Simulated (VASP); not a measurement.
The system is Ti2TeAs2.

```
Ti Te As
1.0
     1.85000    1.06810    8.90000
    -1.85000    1.06810    8.90000
     0.00000   -2.13620    8.90000
Ti Te As
2 1 2
Direct
  0.39800 0.39800 0.39800
  0.60200 0.60200 0.60200
  0.20500 0.20500 0.20500
  0.78800 0.78800 0.78800
  0.00000 0.00000 0.00000
```

The cell was built by a generator and needn't be a form met in nature.

* Program: VASP 6.6.1
* Task: relaxation of cell and atoms
* Functional: PBE
* Potentials or basis: VASP PAW PBE potentials, release 64 (Ti_sv, Te, As)
* Cutoff: 520 eV
* k mesh: 4 × 4 × 4
* Occupations: gaussian, width 0.15 eV
* Spin: no spin polarisation

At the start: pressure -3.0 GPa; volume 21.10 Å³/atom.

Task: How do energy, volume and symmetry change on relaxing?

Result: Over 19 steps the energy falls by 125.9 meV/atom and the volume is 21.08 Å³/atom (-0.1 %); space group R3m (No. 160, to 0.05 Å).

Step by step:
| step | energy change (eV) | largest force (eV/Å) | pressure (GPa) | volume (Å³) |
| --- | --- | --- | --- | --- |
| 1 | 0.0000 | 1.9051 | -2.98 | 105.52 |
| 2 | -0.3185 | 1.2736 | 1.37 | 99.64 |
| 3 | -0.3368 | 1.1922 | 5.48 | 96.10 |
| 4 | -0.4896 | 0.6119 | 3.95 | 98.53 |
| 5 | -0.5077 | 0.8954 | 2.65 | 100.01 |
| 6 | -0.5889 | 0.6231 | -0.54 | 104.01 |
| 7 | -0.5911 | 0.5782 | -1.39 | 105.00 |
| 8 | -0.6154 | 0.2249 | -0.24 | 104.03 |
| 9 | -0.6159 | 0.2717 | -0.20 | 103.96 |
| 10 | -0.6192 | 0.1387 | 0.30 | 103.62 |
| 11 | -0.6197 | 0.1123 | 0.44 | 103.42 |
| 12 | -0.6231 | 0.1317 | 0.39 | 104.01 |
| 13 | -0.6222 | 0.2805 | -0.68 | 105.78 |
| 14 | -0.6247 | 0.1996 | -0.54 | 105.02 |
| 15 | -0.6245 | 0.1550 | -0.25 | 104.51 |
| 16 | -0.6270 | 0.1080 | 0.12 | 104.57 |
| 17 | -0.6287 | 0.0330 | 0.63 | 104.71 |
| 18 | -0.6292 | 0.0842 | 0.60 | 104.96 |
| 19 | -0.6294 | 0.0694 | 0.37 | 105.40 |

Final structure:
```
Ti Te As
1.0
     1.83751    1.06089    9.01130
    -1.83751    1.06089    9.01130
     0.00000   -2.12178    9.01130
Ti Te As
2 1 2
Direct
  0.38989 0.38989 0.38989
  0.61320 0.61320 0.61320
  0.21358 0.21358 0.21358
  0.77612 0.77612 0.77612
  0.00021 0.00021 0.00021
```

Caveat: the k mesh is coarse (spacing up to 0.49 Å⁻¹), so the values aren't converged; the relaxation stopped at a loose force limit of 0.08 eV/Å, so its end isn't a converged minimum.
